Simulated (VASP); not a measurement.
An input for Quantum ESPRESSO's pw.x (written as the equivalent of a VASP run, and not itself run):

```
&CONTROL
  calculation = 'scf'
  pseudo_dir = './pseudo'
  outdir = './out'
  tprnfor = .true.
  tstress = .true.
/
&SYSTEM
  ibrav = 0
  nat = 1
  ntyp = 1
  ecutwfc = 62.5
  occupations = 'smearing'
  smearing = 'methfessel-paxton'
  degauss = 0.00735
  input_dft = 'vdw-df2-b86r'
/
&ELECTRONS
  conv_thr = 7.3e-09
  electron_maxstep = 100
/
ATOMIC_SPECIES
  Pb 207.200 Pb.upf
CELL_PARAMETERS angstrom
     0.0000000    2.4647832    2.4647832
     2.4647832    0.0000000    2.4647832
     2.4647832    2.4647832    0.0000000
ATOMIC_POSITIONS crystal
  Pb   0.0000000  0.0000000  0.0000000
K_POINTS automatic
  13 13 13 0 0 0
```

Q: Translate this input to VASP (INCAR, KPOINTS, POSCAR, choice of POTCAR).

A: Several could match; the one computed here: 
POSCAR:
```
Pb
1
    0.0000000000     2.4647832052     2.4647832052
    2.4647832052     0.0000000000     2.4647832052
    2.4647832052     2.4647832052     0.0000000000
Pb
1
Direct
  0.0000000000   0.0000000000   0.0000000000
```

### INCAR
```
! general
SYSTEM   = Pb
PREC     = Accurate
ENCUT    = 520
LREAL    = .False.
LASPH    = .True.

! electronic loop
EDIFF    = 1E-7
NELM     = 100
ALGO     = Normal
LMAXMIX  = 4

! smearing
ISMEAR   = 1
SIGMA    = 0.1

! functional
GGA      = MK
LUSE_VDW = .True.
AGGAC    = 0.0
PARAM1   = 0.1234568
PARAM2   = 0.7114
ZAB_VDW  = -1.8867

! ions
ISIF     = 2

! output
LWAVE    = .False.
LCHARG   = .False.
```

KPOINTS:
```
Automatic mesh
0
Gamma
 13 13 13
```

POTCAR, in this order: Pb_d (PBE.64 set). Program: vasp_std.

The two are equivalent in intent, not identical: the potentials are each code's own (VASP's PAW set, PseudoDojo norm-conserving files in pw.x), so ENCUT and ecutwfc are chosen apart and not converted; conv_thr bounds pw.x's estimated SCF error, while EDIFF bounds the energy change between steps.

The compound is Pb in the fcc structure. This cell is one point of a volume scan, at 0.97 of the reference volume.
